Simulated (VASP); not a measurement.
Computed with PBE GGA, VASP's PBE PAW potentials (set 64) (plane waves; VASP).

The input files of a VASP run:

POSCAR:
```
PbO monolayer
1.0
  4.0603086119   0.0000000000   0.0000000000
  0.0000000000   4.0603086119   0.0000000000
  0.0000000000   0.0000000000  20.3130584066
Pb O
2 2
Cart
  2.0301543060   0.0000000000   8.8512933223
  0.0000000000   2.0301543060  11.4617650843
  2.0301543060   2.0301543060  10.1565292033
  0.0000000000   0.0000000000  10.1565292033
```

**KPOINTS**
```
Automatic mesh
0
Gamma
12 12 1
0 0 0
```

INCAR:
```
LASPH=.True.   ! aspherical one-centre terms
LREAL=.False.   ! projection in real space or not
ALGO=Normal
EDIFF=1E-5
SIGMA=0.05   ! width (eV)
PREC=Normal
LMAXMIX=4   ! l cut-off of mixed one-centre charges
NSW=50
NELM=100
ISMEAR=0
EDIFFG=-0.03   ! ionic stop
GGA=PE   ! PBE
SYSTEM=PbO monolayer
ENCUT=500   ! plane-wave cut-off (eV)
IBRION=2
LWAVE=.True.
NELMIN=4
LCHARG=.False.
ISIF=4
```

POTCAR, in this order: Pb_d O (PBE.64 set). Program: vasp_std.

Output of the run:

File OUTCAR:
```
 ion  position               nearest neighbor table
   1  0.500  0.000  0.436-   3 2.41   4 2.41   3 2.41   4 2.41   2 3.88   2 3.88   2 3.88   2 3.88
  LATTYP: Found a simple tetragonal cell.
 ALAT       =     4.0603086119
 C/A-ratio  =     5.0028360768
 Subroutine PRICEL returns:
 Original cell was already a primitive cell.
 Subroutine GETGRP returns: Found 16 space group operations
The static configuration has the point symmetry D_2d.
 The point group associated with its full space group is D_4h.
The dynamic configuration has the point symmetry D_2d.
 Subroutine INISYM returns: Found 16 space group operations
 Subroutine IBZKPT returns following result:
 Found     28 irreducible k-points:

 Following reciprocal coordinates:
            Coordinates               Weight
  0.000000  0.000000  0.000000      1.000000
  0.083333  0.000000  0.000000      4.000000
  0.166667  0.000000  0.000000      4.000000
  0.250000  0.000000  0.000000      4.000000
  0.333333  0.000000  0.000000      4.000000
  0.416667  0.000000  0.000000      4.000000
  0.500000  0.000000  0.000000      2.000000
  0.083333  0.083333  0.000000      4.000000
...
```

**OSZICAR**
```
...
DAV:   8    -0.213719479537E+02    0.60984E-01   -0.19976E+00  2096   0.103E+01    0.215E+00
DAV:   9    -0.212803799799E+02    0.91568E-01   -0.51570E-01  2168   0.583E+00    0.497E-01
DAV:  10    -0.212939740907E+02   -0.13594E-01   -0.52476E-02  1920   0.168E+00    0.324E-01
DAV:  11    -0.212868337556E+02    0.71403E-02   -0.53563E-02  2312   0.163E+00    0.255E-01
DAV:  12    -0.212872652971E+02   -0.43154E-03   -0.89010E-03  1848   0.103E+00    0.812E-02
DAV:  13    -0.212876639222E+02   -0.39863E-03   -0.37216E-03  1632   0.311E-01    0.784E-02
DAV:  14    -0.212885527980E+02   -0.88888E-03   -0.87098E-04  1800   0.280E-01    0.355E-02
DAV:  15    -0.212888840823E+02   -0.33128E-03   -0.17878E-04  1648   0.799E-02    0.913E-03
DAV:  16    -0.212891314925E+02   -0.24741E-03   -0.33263E-05  1312   0.302E-02    0.105E-02
DAV:  17    -0.212891813784E+02   -0.49886E-04   -0.32978E-05  1408   0.444E-02    0.737E-03
DAV:  18    -0.212891968938E+02   -0.15515E-04   -0.97697E-06  1168   0.306E-02    0.116E-03
DAV:  19    -0.212892131839E+02   -0.16290E-04   -0.37256E-06  1192   0.143E-02    0.382E-03
DAV:  20    -0.212892187672E+02   -0.55833E-05   -0.22919E-06  1184   0.116E-02
   1 F= -.21289219E+02 E0= -.21289219E+02  d E =-.212892E+02
       N       E                     dE             d eps       ncg     rms          rms(c)
DAV:   1    -0.214093923834E+02   -0.12018E+00   -0.85534E+01  1832   0.588E+01    0.170E+00
DAV:   2    -0.214739676694E+02   -0.64575E-01   -0.14797E+00  1832   0.105E+01    0.106E+00
DAV:   3    -0.214531176700E+02    0.20850E-01   -0.10051E-01  2000   0.281E+00    0.420E-01
DAV:   4    -0.214469230379E+02    0.61946E-02   -0.14586E-02  2056   0.144E+00    0.104E-01
DAV:   5    -0.214473664798E+02   -0.44344E-03   -0.23324E-03  1584   0.492E-01    0.545E-02
DAV:   6    -0.214479050639E+02   -0.53858E-03   -0.46968E-04  1952   0.282E-01    0.203E-02
DAV:   7    -0.214481690784E+02   -0.26401E-03   -0.18622E-04  2056   0.146E-01    0.143E-02
DAV:   8    -0.214487626511E+02   -0.59357E-03   -0.26077E-04  1288   0.835E-02    0.113E-02
DAV:   9    -0.214490672663E+02   -0.30462E-03   -0.92405E-05  1360   0.439E-02    0.411E-03
DAV:  10    -0.214492025081E+02   -0.13524E-03   -0.34406E-05  1192   0.229E-02    0.291E-03
DAV:  11    -0.214492521530E+02   -0.49645E-04   -0.11110E-05  1144   0.159E-02    0.141E-03
DAV:  12    -0.214492643925E+02   -0.12240E-04   -0.47059E-06  1160   0.105E-02    0.899E-04
DAV:  13    -0.214492663783E+02   -0.19858E-05   -0.64493E-07  1216   0.671E-03
   2 F= -.21449266E+02 E0= -.21449266E+02  d E =-.160048E+00
       N       E                     dE             d eps       ncg     rms          rms(c)
DAV:   1    -0.214437518084E+02    0.55126E-02   -0.99846E+00  1592   0.184E+01    0.613E-01
DAV:   2    -0.214631679423E+02   -0.19416E-01   -0.30060E-01  2104   0.510E+00    0.368E-01
DAV:   3    -0.214602396894E+02    0.29283E-02   -0.64155E-03  2048   0.775E-01    0.170E-01
DAV:   4    -0.214591577978E+02    0.10819E-02   -0.20071E-03  2056   0.614E-01    0.341E-02
DAV:   5    -0.214592109972E+02   -0.53199E-04   -0.35888E-04  1624   0.211E-01    0.189E-02
DAV:   6    -0.214593291276E+02   -0.11813E-03   -0.80087E-05  1640   0.137E-01    0.854E-03
DAV:   7    -0.214593713186E+02   -0.42191E-04   -0.19674E-05  1208   0.586E-02    0.506E-03
DAV:   8    -0.214595174564E+02   -0.14614E-03   -0.43536E-05  1192   0.429E-02    0.362E-03
DAV:   9    -0.214595898363E+02   -0.72380E-04   -0.15770E-05  1224   0.371E-02    0.219E-03
DAV:  10    -0.214596387326E+02   -0.48896E-04   -0.12830E-05  1072   0.136E-02    0.107E-03
DAV:  11    -0.214596446656E+02   -0.59330E-05   -0.12227E-06  1280   0.111E-02
   3 F= -.21459645E+02 E0= -.21459645E+02  d E =-.170426E+00
       N       E                     dE             d eps       ncg     rms          rms(c)
DAV:   1    -0.214594990089E+02    0.13972E-03   -0.60019E-02  1504   0.142E+00    0.489E-02
DAV:   2    -0.214596706509E+02   -0.17164E-03   -0.23932E-03  2176   0.528E-01    0.281E-02
DAV:   3    -0.214596555731E+02    0.15078E-04   -0.31748E-05  1304   0.629E-02    0.137E-02
DAV:   4    -0.214596493132E+02    0.62599E-05   -0.20402E-05  1224   0.427E-02
   4 F= -.21459649E+02 E0= -.21459649E+02  d E =-.170431E+00
       N       E                     dE             d eps       ncg     rms          rms(c)
DAV:   1    -0.214689595487E+02   -0.93040E-02   -0.78386E-01  1432   0.690E+00    0.488E-01
DAV:   2    -0.214654589673E+02    0.35006E-02   -0.31250E-02  1760   0.198E+00    0.292E-01
DAV:   3    -0.214627072937E+02    0.27517E-02   -0.58935E-03  1928   0.855E-01    0.607E-02
DAV:   4    -0.214627013127E+02    0.59810E-05   -0.13459E-03  1872   0.339E-01    0.344E-02
DAV:   5    -0.214626576603E+02    0.43652E-04   -0.21640E-04  2016   0.129E-01    0.128E-02
DAV:   6    -0.214626645460E+02   -0.68856E-05   -0.33034E-05  1216   0.631E-02
   5 F= -.21462665E+02 E0= -.21462665E+02  d E =-.301523E-02
       N       E                     dE             d eps       ncg     rms          rms(c)
DAV:   1    -0.215228807277E+02   -0.60223E-01   -0.70760E+00  1440   0.208E+01    0.146E+00
DAV:   2    -0.214911201912E+02    0.31761E-01   -0.26578E-01  1592   0.551E+00    0.870E-01
DAV:   3    -0.214672362191E+02    0.23884E-01   -0.59780E-02  1936   0.254E+00    0.202E-01
DAV:   4    -0.214672557220E+02   -0.19503E-04   -0.17145E-02  1984   0.118E+00    0.137E-01
DAV:   5    -0.214666520501E+02    0.60367E-03   -0.29316E-03  2192   0.456E-01    0.438E-02
DAV:   6    -0.214666203190E+02    0.31731E-04   -0.63846E-04  2128   0.234E-01    0.328E-02
DAV:   7    -0.214666101552E+02    0.10164E-04   -0.73540E-05  1656   0.879E-02    0.142E-02
DAV:   8    -0.214666838543E+02   -0.73699E-04   -0.88875E-05  1416   0.601E-02    0.644E-03
DAV:   9    -0.214668070865E+02   -0.12323E-03   -0.35117E-05  1288   0.358E-02    0.912E-03
DAV:  10    -0.214668608999E+02   -0.53813E-04   -0.99745E-06  1184   0.348E-02    0.256E-03
DAV:  11    -0.214669068933E+02   -0.45993E-04   -0.10884E-05  1072   0.190E-02    0.494E-03
DAV:  12    -0.214669101631E+02   -0.32698E-05   -0.17010E-06  1176   0.172E-02
   6 F= -.21466910E+02 E0= -.21466910E+02  d E =-.726085E-02
       N       E                     dE             d eps       ncg     rms          rms(c)
DAV:   1    -0.214670744504E+02   -0.16756E-03   -0.17239E-02  1720   0.103E+00    0.734E-02
DAV:   2    -0.214669898150E+02    0.84635E-04   -0.71225E-04  2032   0.302E-01    0.435E-02
DAV:   3    -0.214669358666E+02    0.53948E-04   -0.88318E-05  2024   0.116E-01    0.109E-02
DAV:   4    -0.214669317884E+02    0.40782E-05   -0.92102E-06  1256   0.378E-02
   7 F= -.21466932E+02 E0= -.21466932E+02  d E =-.728248E-02
       N       E                     dE             d eps       ncg     rms          rms(c)
DAV:   1    -0.214674420138E+02   -0.50615E-03   -0.68367E-02  1440   0.204E+00    0.143E-01
DAV:   2    -0.214671352797E+02    0.30673E-03   -0.26502E-03  1896   0.590E-01    0.858E-02
DAV:   3    -0.214668907426E+02    0.24454E-03   -0.53822E-04  1928   0.261E-01    0.181E-02
DAV:   4    -0.214668918605E+02   -0.11179E-05   -0.13232E-04  1752   0.110E-01    0.995E-03
DAV:   5    -0.214668875388E+02    0.43216E-05   -0.16070E-05  1096   0.400E-02
   8 F= -.21466888E+02 E0= -.21466888E+02  d E =-.723823E-02
       N       E                     dE             d eps       ncg     rms          rms(c)
DAV:   1    -0.214695799802E+02   -0.26881E-02   -0.57218E-01  1584   0.533E+00    0.343E-01
DAV:   2    -0.214684406029E+02    0.11394E-02   -0.25196E-02  2072   0.164E+00    0.204E-01
DAV:   3    -0.214672619433E+02    0.11787E-02   -0.20935E-03  2040   0.493E-01    0.601E-02
DAV:   4    -0.214671312101E+02    0.13073E-03   -0.36808E-04  2072   0.185E-01    0.143E-02
DAV:   5    -0.214671288245E+02    0.23856E-05   -0.30740E-05  1360   0.501E-02
   9 F= -.21467129E+02 E0= -.21467129E+02  d E =-.241286E-03
```

### OUTCAR
```
------------------------ aborting loop because EDIFF is reached ----------------------------------------
  FORCE on cell =-STRESS in cart. coord.  units (eV):
  Direction    XX          YY          ZZ          XY          YZ          ZX
  --------------------------------------------------------------------------------------
  Total       -0.0424564     -0.0424564     -0.0759584      0.0000000     -0.0000000      0.0000000
  in kB       -0.2031237     -0.2031237     -0.3634068      0.0000000     -0.0000000      0.0000000
  external PRESSURE =      -0.2565514 kB  Pullay stress =       0.0000000 kB
  volume of cell :      334.88
      direct lattice vectors                 reciprocal lattice vectors
     4.048283596  0.000000000 -0.000000000     0.247018267  0.000000000  0.000000000
     0.000000000  4.048283596 -0.000000000     0.000000000  0.247018267  0.000000000
    -0.000000000 -0.000000000 20.433913393     0.000000000  0.000000000  0.048938252
 POSITION                                       TOTAL-FORCE (eV/Angst)
 -----------------------------------------------------------------------------------
      2.02414     -0.00000      9.01785        -0.000000     -0.000000      0.016076
      4.04828      2.02414     11.41606         0.000000      0.000000     -0.016076
      2.02414      2.02414     10.21696        -0.000000      0.000000      0.000000
     -0.00000     -0.00000     10.21696        -0.000000      0.000000      0.000000
 -----------------------------------------------------------------------------------
    total drift:                                0.000000      0.000000      0.000000
  FREE ENERGIE OF THE ION-ELECTRON SYSTEM (eV)
  ---------------------------------------------------
  free  energy   TOTEN  =       -21.4671288245 eV

  energy  without entropy=      -21.4671288245  energy(sigma->0) =      -21.46712882

 reached required accuracy - stopping structural energy minimisation
```
(Selected blocks of OUTCAR.)

File CONTCAR:
```
PbO monolayer
   1.00000000000000
     4.0482835961503287    0.0000000000000000   -0.0000000000000000
     0.0000000000000000    4.0482835961503287   -0.0000000000000000
    -0.0000000000000000   -0.0000000000000000   20.4339133928815180
  Pb              O
     2     2
Direct
     0.5000000000000000    0.0000000000000000    0.4413177788699326
     1.0000000000000000    0.5000000000000000    0.5586822211300673
     0.5000000000000000    0.5000000000000000    0.5000000000000000
     0.0000000000000000    0.0000000000000000    0.5000000000000000
```

File OUTCAR:
```
 val. band max:       -2.3524496359   @ k =   0.0000   0.0000   0.0000

 cond. band min:       0.1402667814   @ k =   0.0000   0.0000   0.0000


 Fermi energy:        -2.1139616322

 k-point     1 :       0.0000    0.0000    0.0000
  band No.  band energies     occupation
      1     -19.8538      2.00000
      2     -19.4515      2.00000
      3     -17.8168      2.00000
      4     -17.8168      2.00000
      5     -17.7815      2.00000
      6     -17.7741      2.00000
      7     -17.7009      2.00000
      8     -17.6773      2.00000
      9     -17.6773      2.00000
     10     -17.6584      2.00000
     11     -17.6401      2.00000
     12     -16.3342      2.00000
     13      -9.5193      2.00000
     14      -7.4528      2.00000
     15      -5.7825      2.00000
     16      -5.7825      2.00000
     17      -3.4268      2.00000
     18      -3.3792      2.00000
     19      -3.3792      2.00000
     20      -2.3524      2.00000
     21       0.1403      0.00000
     22       0.1508      0.00000
     23       2.0514      0.00000
     24       2.2064      0.00000

 k-point     2 :       0.0833    0.0000    0.0000
  band No.  band energies     occupation
      1     -19.8425      2.00000
      2     -19.4553      2.00000
      3     -17.8161      2.00000
      4     -17.8138      2.00000
      5     -17.7780      2.00000
      6     -17.7702      2.00000
      7     -17.7099      2.00000
      8     -17.6824      2.00000
      9     -17.6709      2.00000
     10     -17.6409      2.00000
     11     -17.6335      2.00000
     12     -16.3516      2.00000
     13      -9.5141      2.00000
     14      -7.5063      2.00000
     15      -5.7944      2.00000
     16      -5.7448      2.00000
     17      -3.5878      2.00000
     18      -3.4245      2.00000
     19      -3.3172      2.00000
     20      -2.3570      2.00000
     21       0.2673      0.00000
     22       0.2962      0.00000
     23       2.1154      0.00000
     24       2.2787      0.00000
...
```

Unless said otherwise, spin-orbit coupling is left out, though it shifts the bands of the heavy elements here.

The cell is a sheet with vacuum, built from PbO (litharge).
